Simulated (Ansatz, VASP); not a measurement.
**ScGa3Te in VASP and in Ansatz**

```xyz
5
Lattice="5.6363 0.0000 0.0000 -2.8181 4.8812 0.0000 0.0000 0.0000 5.4983" Properties=species:S:1:pos:R:3 pbc="T T T"
Sc    0.0000    0.0000    2.7492
Ga    2.8181    0.0000    2.7492
Ga   -1.4091    2.4406    2.7492
Ga    1.4091    2.4406    2.7492
Te    0.0000    0.0000    0.0000
```

Alike in both runs: functional PBE; k mesh 6 × 6 × 4; occupations gaussian, width 0.1 eV; no spin polarisation.

Ansatz relaxed the structure, and its values are those at the end. VASP's run is a single point on that final structure, the one shown.

|  | VASP | Ansatz |
| --- | --- | --- |
| version | VASP 6.6.1 | Ansatz 0.2.0 |
| potentials or method | VASP PAW PBE potentials, release 64 (Sc_sv, Ga_d, Te) | scalar-relativistic, plane waves, PAW |
| plane-wave cutoff (eV) | 520 | 420 |
| valence electrons in the cell | 56 | 66 |

VASP gave:

- gap on the k mesh at the Fermi level (eV): none
- pressure (GPa): 0.1

Question: What did Ansatz give for the same quantities?

Answer: gap on the k mesh at the Fermi level (eV): none; pressure (GPa): 0.0.

A gap of «none» marks a metal or a gap that the smearing closes. With one functional, cell and mesh, what is left measures potentials, basis and numerics. The two sets of potentials don't hold the same shells in valence.

The runs have no spin-orbit coupling, so splittings on Te are missing.
